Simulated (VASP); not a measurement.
Set up this calculation in VASP 6.6.1, as the native input.

| Quantity | Value |
| --- | --- |
| Task | single point |
| Functional | r2SCAN |
| Potentials or basis | VASP PAW PBE potentials, release 64 (Lu, Al, N) |
| Cutoff | 520 eV |
| k mesh | 10 × 10 × 4 |
| Occupations | gaussian, width 0.1 eV |
| Spin | no spin polarisation |
| Further INCAR settings | ALGO = Normal; EDIFF = 1e-06 |

The structure of Lu3AlN4 lies in POSCAR:

```
Lu3AlN4
1.0
    3.3161200000      0.0000000000      0.0000000000
    0.0000000000      3.3161200000      0.0000000000
    0.0000000000      0.0000000000      9.1785000000
Lu Al N
3 1 4
Direct
    0.5000000000      0.5000000000      0.7630640000
    0.0000000000      0.0000000000      0.5000000000
    0.5000000000      0.5000000000      0.2369360000
    0.0000000000      0.0000000000      0.0000000000
    0.0000000000      0.0000000000      0.2302990000
    0.5000000000      0.5000000000      0.0000000000
    0.0000000000      0.0000000000      0.7697010000
    0.5000000000      0.5000000000      0.5000000000
```

The cell was built by a generator and needn't be a form met in nature.

These files were run (other wordings do the same):

INCAR

```
SYSTEM = Lu3AlN4
  PREC = Accurate
  ENCUT = 520
  EDIFF = 1E-6
  ISMEAR = 0
  SIGMA = 0.1
  LREAL = .FALSE.
  LASPH = .TRUE.
  NELM = 150
  ALGO = Normal
  ISIF = 2
  LWAVE = .FALSE.
  LCHARG = .FALSE.
  METAGGA = R2SCAN
  LMIXTAU = .TRUE.
  KPAR = 4
```

KPOINTS

```
Automatic mesh
0
G
  10 10 4
  0 0 0
```

Potentials or basis: VASP PAW PBE potentials, release 64 (Lu, Al, N).

Launch:

```sh
$ cat potpaw_PBE.64/Lu/POTCAR potpaw_PBE.64/Al/POTCAR potpaw_PBE.64/N/POTCAR > POTCAR
$ mpirun -np 4 vasp_std > vasp.out
```

It gave:

* Pressure: -3.1 GPa
* Largest force: 0.071 eV/Å
* Band gap on the k mesh: 0.48 eV, direct

Caveat: the PAW data sets were made with another functional, which shifts forces and pressure a little; spin-orbit coupling is left out, which moves the levels of the heavy elements.

Run time: 4.9 min on 4 MPI ranks on Intel(R) Xeon(R) 6975P-C (Granite Rapids) (shared host), peak memory 0.46 GiB a rank.
